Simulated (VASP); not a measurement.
Method: PBE GGA + U (Dudarev), VASP's PBE PAW potentials (set 64) (plane waves; VASP 6.6.1).

The input files of a VASP run:

### POSCAR
```
TiCo
1
    3.0259830000     0.0000000000     0.0000000000
    0.0000000000     3.0685810000     0.0000000000
    0.0000000000     0.0000000000     3.0745450000
Ti Co
1 1
Direct
  0.0000000000   0.0000000000   0.0000000000
  0.5240180000   0.5000000000   0.5000000000
```

**KPOINTS**
```
kpoints
0
G
 11 11 11
```

### INCAR
```
ALGO=Normal
EDIFF=1E-6
ENCUT=400
GGA=PE
ISIF=2
ISMEAR=1
LASPH=T
LCHARG=F
LDAU=T
LDAUJ=0 0
LDAUL=2 2
LDAUPRINT=1
LDAUTYPE=2
LDAUU=8.0 8.0
LMAXMIX=4
LORBIT=10
LREAL=F
LWAVE=F
NELM=100
PREC=Accurate
SIGMA=0.1
SYSTEM=TiCo
```

POTCAR, in this order: Ti_sv Co (PBE.64 set). Program: vasp_std.

What will the output report for the number of irreducible k-points (NKPTS), number of bands (NBANDS), largest plane-wave count, number of space-group operations, FFT grid (NGX, NGY, NGZ)?

| Quantity | Value |
|---|---|
| number of irreducible k-points (NKPTS) | 216 |
| number of bands (NBANDS) | 14 |
| largest plane-wave count | 531 |
| number of space-group operations | 4 |
| FFT grid (NGX, NGY, NGZ) | 20 × 20 × 20 |

The compound is TiCo in the CsCl type structure. The cell was not relaxed at this level, atoms are displaced from their ideal sites. The run is one of a series of settings (LDAU = .TRUE., LDAUJ = 0 0, LDAUL = 2 2, LDAUTYPE = 2, LDAUU = 8.0 8.0 against the base run), some of them coarse on purpose. The run is not spin-polarised, so no magnetic state was tried. The electron count is odd and the run is not spin-polarised, which forces a metal.
